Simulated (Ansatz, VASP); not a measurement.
**BC2: VASP beside Ansatz**

File INCAR:

```
SYSTEM = BC2
PREC = Accurate ; ENCUT = 600
EDIFF = 1E-6 ; ISMEAR = 0
SIGMA = 0.1 ; LREAL = .False.
LASPH = .True. ; NELM = 100
ALGO = Normal ; ISIF = 3
LWAVE = .False. ; LCHARG = .False.
GGA = PE ; IBRION = 2
NSW = 100 ; EDIFFG = -0.01
```

File KPOINTS:

```
regular mesh
0
Gamma
  14 14 6
  0 0 0
```

The input POSCAR:

```
BC2
1.0
    2.6801716692      0.0000000000      0.0000000000
    0.0000000000      2.6801716692      0.0000000000
    0.0000000000      0.0000000000      6.4820579494
B C
2 4
Direct
    0.5000000000      0.5000000000      0.7500000000
    0.5000000000      0.5000000000      0.2500000000
    0.5000000000      0.0000000000      0.6037416473
    0.0000000000      0.5000000000      0.8962583527
    0.0000000000      0.5000000000      0.1037416473
    0.5000000000      0.0000000000      0.3962583527
```

Input for Ansatz:

```yaml
crystal:
  lattice:
    - [2.6801716692, 0.0, 0.0]
    - [0.0, 2.6801716692, 0.0]
    - [0.0, 0.0, 6.4820579494]
  atoms:
    - { symbol: B, position: [0.5, 0.5, 0.75] }
    - { symbol: B, position: [0.5, 0.5, 0.25] }
    - { symbol: C, position: [0.5, 0.0, 0.6037416473] }
    - { symbol: C, position: [0.0, 0.5, 0.8962583527] }
    - { symbol: C, position: [0.0, 0.5, 0.1037416473] }
    - { symbol: C, position: [0.5, 0.0, 0.3962583527] }
basis:
  ecutwfc: 420
kpoints:
  mp_grid: { grid: [14, 14, 6] }
hamiltonian:
  xc: pbe
scf:
  occupations: { method: gaussian, width: 0.1 }
output:
  forces: true
  stress: true
  eigenvalues: true
  write_density: true
  write_potential: true
  elf: true
  volumetric_format: npy
relax:
  adjacent_minimum: "off"
  f_tol: 0.01
  max_steps: 80
  cell: { stress_tol: 0.05 }
```

Alike in both runs: task relaxation of cell and atoms; functional PBE; k mesh 14 × 14 × 6; occupations gaussian, width 0.1 eV; no spin polarisation.

```csv
,VASP,Ansatz
version,VASP 6.6.1,Ansatz 0.2.0
potentials or method,"VASP PAW PBE potentials, release 64 (B, C)","scalar-relativistic, plane waves, PAW"
plane-wave cutoff (eV),600,420
valence electrons in the cell,22,22
```

|  | VASP | Ansatz | Ansatz less VASP |
| --- | --- | --- | --- |
| gap on the k mesh at the Fermi level, each at its own relaxed structure (eV) | none | none | - |
| relaxed volume (Å³/atom) | 7.74 | 7.74 | +0.004 |
| relaxed cell length with the largest relative difference (Å) | 6.481 | 6.483 | +0.0019 |

A gap of «none» marks a metal or a gap that the smearing closes.
